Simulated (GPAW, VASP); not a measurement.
This is a calculation of BPd4 for GPAW 26.7.0 (ASE script). The cell comes from a database or a generator and needn't be the stable form of this composition.

run.py

```python
from ase import Atoms
from ase.dft.bandgap import bandgap
from ase.io import write
from ase.units import Bohr, GPa
from gpaw import GPAW, PW, setup_paths
from gpaw.elf import elf_from_dft_calculation

setup_paths.insert(0, '.')

atoms = Atoms(['Pd', 'Pd', 'Pd', 'Pd', 'B'],
              cell=[[2.8920299704, 0.0, 0.0],
                    [0.0, 4.3650077954, 0.0],
                    [0.0, 0.0, 5.856315]],
              scaled_positions=[[0.5, 0.0, 0.197578],
                                [0.0, 0.0, 0.61947],
                                [0.0, 0.5, 0.329164],
                                [0.5, 0.5, 0.867561],
                                [0.5, 0.0, 0.863227]],
              pbc=True)

calc = GPAW(mode=PW(800),
            xc='PBEsol',
            kpts={'size': (9, 6, 5), 'gamma': True},
            occupations={'name': 'fermi-dirac', 'width': 0.05},
            nbands=57,
            convergence={'density': 1e-05, 'energy': 1e-05},
            maxiter=150,
            txt='gpaw.txt')
atoms.calc = calc
energy = atoms.get_potential_energy()
forces = atoms.get_forces()
stress = atoms.get_stress()
calc.write('gs.gpw')
write('result.traj', atoms)
print(f'Energy: {energy:.6f} eV')
print('Forces (eV/A):')
print(forces.round(4))
print('Stress (GPa):', (stress / GPa).round(3))
print('Fermi level:', round(calc.get_fermi_level(), 4), 'eV')
print(f'Gap: {bandgap(calc)[0]:.4f} eV, direct: {bandgap(calc, direct=True)[0]:.4f} eV')

# fields on the real-space grid
write('density.cube', atoms, data=calc.get_pseudo_density() * Bohr**3)
write('potential.cube', atoms, data=calc.get_electrostatic_potential())
write('elf.cube', atoms, data=elf_from_dft_calculation(calc).data)
```

Potentials or basis: PAW data sets generated in the run's folder for this functional, pw.

Run with:

```bash
$ gpaw-setup -f PBEsol B Pd
$ OMP_NUM_THREADS=1 python run.py
```

Question: Set up the same calculation for VASP 6.6.1. Potentials or basis there: PBE PAW files B, Pd, 520 eV.

Answer: As run (cutoffs and basis follow the program's own potentials, and thresholds, step limits or extra output files can differ):

INCAR

```
PREC     = Accurate       # precision mode
ENCUT    = 520            # plane-wave cutoff, eV
EDIFF    = 1E-7           # SCF threshold, eV
ISMEAR   = -1             # smearing method
SIGMA    = 0.05           # smearing width, eV
LREAL    = F              # projectors in reciprocal space
LASPH    = T              # aspherical terms in the spheres
NELM     = 100            # most SCF steps
ALGO     = Normal         # electronic algorithm
ISIF     = 2              # what is computed and relaxed
LWAVE    = F              # write WAVECAR
LCHARG   = T              # write CHGCAR
GGA      = PS             # functional
LVHAR    = T            
NBANDS   = 30             # bands
KPAR     = 2
```

Contents of KPOINTS:

```
regular mesh
0
Gamma
  9 6 5
```

File POSCAR:

```
BPd4
1.0
    2.8920299704      0.0000000000      0.0000000000
    0.0000000000      4.3650077954      0.0000000000
    0.0000000000      0.0000000000      5.8563150000
Pd B
4 1
Direct
    0.5000000000      0.0000000000      0.1975780000
    0.0000000000      0.0000000000      0.6194700000
    0.0000000000      0.5000000000      0.3291640000
    0.5000000000      0.5000000000      0.8675610000
    0.5000000000      0.0000000000      0.8632270000
```

Potentials or basis: VASP PAW PBE potentials, release 64 (Pd, B).

Run with:

```bash
$ cat potpaw_PBE.64/Pd/POTCAR potpaw_PBE.64/B/POTCAR > POTCAR
$ mpirun -np 2 vasp_std > vasp.out
```

Both were run:

|  | GPAW | VASP |
| --- | --- | --- |
| Pressure | -8.2 GPa | -8.5 GPa |
| Largest force | 0.163 eV/Å | 0.138 eV/Å |

The potentials hold 67 and 43 valence electrons a cell.

VASP's potentials were made for PBE.

Pressure is positive in compression.
